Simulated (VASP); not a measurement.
TaSi (relaxed from the NbAs structure, space group I4_1md): computed properties

Computed with PBEsol GGA, VASP's PBE PAW potentials (set 64) (plane waves; VASP).

| Item | Result |
|---|---|
| space group | I4_1md (109) |
| cell | a = 3.3875 Å, b = 3.3875 Å, c = 11.6176 Å, α = 90.00°, β = 90.00°, γ = 90.00° |
| volume per atom | 16.66 Å³/atom |
| band gap (over mesh and band path) | none (metal, semimetal or under 0.01 eV) |
| band gap with spin-orbit coupling | none (metallic) |
| density | 10.41 g/cm³ |

```cif
data_Si2Ta2
_chemical_formula_sum 'Ta2 Si2'
_space_group_name_H-M_alt 'P 1'
_space_group_IT_number 1
_cell_length_a 6.28332
_cell_length_b 6.28332
_cell_length_c 6.28332
_cell_angle_alpha 148.723
_cell_angle_beta 148.723
_cell_angle_gamma 44.819
loop_
_space_group_symop_operation_xyz
  'x, y, z'
loop_
_atom_site_label
_atom_site_type_symbol
_atom_site_fract_x
_atom_site_fract_y
_atom_site_fract_z
_atom_site_occupancy
Ta1 Ta 0.75036 0.75036 0.00000 1
Ta2 Ta 0.50036 0.00036 0.50000 1
Si1 Si 0.16564 0.16564 0.00000 1
Si2 Si 0.91564 0.41564 0.50000 1
```

Unless said otherwise, spin-orbit coupling is left out, though it shifts the bands of the heavy elements here.

The structure was generated: TaSi was put into the NbAs type (I4_1md), which need not be its known phase. It was relaxed first. Symmetry was kept, so distortions that lower it aren't found.
